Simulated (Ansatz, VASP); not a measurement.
## One calculation of GaF, two programs

Contents of INCAR:

```
SYSTEM = GaF
PREC     = Accurate       ! precision mode
ENCUT    = 600            ! plane-wave cutoff, eV
EDIFF    = 1E-6           ! SCF threshold, eV
ISMEAR   = -1             ! smearing method
SIGMA    = 0.05           ! smearing width, eV
LREAL    = .FALSE.        ! projectors in reciprocal space
LASPH    = .TRUE.         ! aspherical terms in the spheres
NELM     = 60             ! most SCF steps
ALGO     = Normal         ! electronic algorithm
ISIF     = 3              ! what is computed and relaxed
LWAVE    = .FALSE.        ! write WAVECAR
LCHARG   = .FALSE.        ! write CHGCAR
GGA      = PS             ! functional
IVDW     = 13             ! dispersion correction
IBRION   = 2              ! ionic algorithm
NSW      = 60             ! ionic steps
EDIFFG   = -0.02          ! ionic threshold
```

KPOINTS

```
Automatic mesh
0
G
  9 9 9
  0 0 0
```

File POSCAR:

```
GaF
1.0
    0.0000000000      2.5769602800      2.5769602800
    2.5769602800      0.0000000000      2.5769602800
    2.5769602800      2.5769602800      0.0000000000
Ga F
1 1
Direct
    0.2500000000      0.2500000000      0.2500000000
    0.0000000000      0.0000000000      0.0000000000
```

Contents of input.yaml:

```yaml
crystal:
  lattice:
    - [0.0, 2.57696028, 2.57696028]
    - [2.57696028, 0.0, 2.57696028]
    - [2.57696028, 2.57696028, 0.0]
  atoms:
    - { symbol: Ga, position: [0.25, 0.25, 0.25] }
    - { symbol: F, position: [0.0, 0.0, 0.0] }
hamiltonian:
  xc: pbesol
  pseudopotentials: { kind: paw }
  dispersion: d4
kpoints:
  mp_grid: { grid: [9, 9, 9] }
scf:
  occupations: { method: fermi_dirac, width: 0.05 }
output:
  forces: true
  stress: true
  eigenvalues: true
relax:
  f_tol: 0.01
  max_steps: 40
  cell: { stress_tol: 0.05 }
```

The cell was built by a generator and needn't be a form met in nature.

Alike in both runs: task relaxation of cell and atoms; functional PBEsol; dispersion D4; k mesh 9 × 9 × 9; occupations fermi-dirac, width 0.05 eV; no spin polarisation.

|  | VASP | Ansatz |
| --- | --- | --- |
| version | VASP 6.6.1 | Ansatz 0.2.0 |
| potentials or method | VASP PAW PBE potentials, release 64 (Ga_d, F) | Ansatz PAW |
| plane-wave cutoff (eV) | 600 | 420 |
| valence electrons in the cell | 20 | 20 |

Ansatz gave:

* gap on the k mesh at the Fermi level, each at its own relaxed structure (eV): 2.05
* relaxed volume (Å³/atom): 21.42
* relaxed cell length with the largest relative difference (Å): 3.928
* energy change over the relaxation (meV/atom): -137

Problem. Which values does VASP return?

Solution. gap on the k mesh at the Fermi level, each at its own relaxed structure (eV): 2.03; relaxed volume (Å³/atom): 21.36; relaxed cell length with the largest relative difference (Å): 3.924; energy change over the relaxation (meV/atom): -136.

Caveats: the volume moved by over 15 % at a fixed basis, so the end points are rough; the PAW data sets were made with another functional, which shifts forces and pressure a little (VASP); an odd mesh through Γ misses points on the zone boundary, where band edges often lie (VASP); odd divisions of the mesh miss points on the zone boundary, where band edges often lie, so the gap on the mesh can be too wide (Ansatz); the plane-wave basis is chosen anew once the cell has moved, so the energies of steps on either side of that aren't comparable (Ansatz); the pressure holds a Pulay correction of +0.3 GPa for the finite cutoff (Ansatz); the PAW data sets come from PBE, with cores solved anew for the run's functional, which leaves a small shift of forces and pressure (Ansatz).
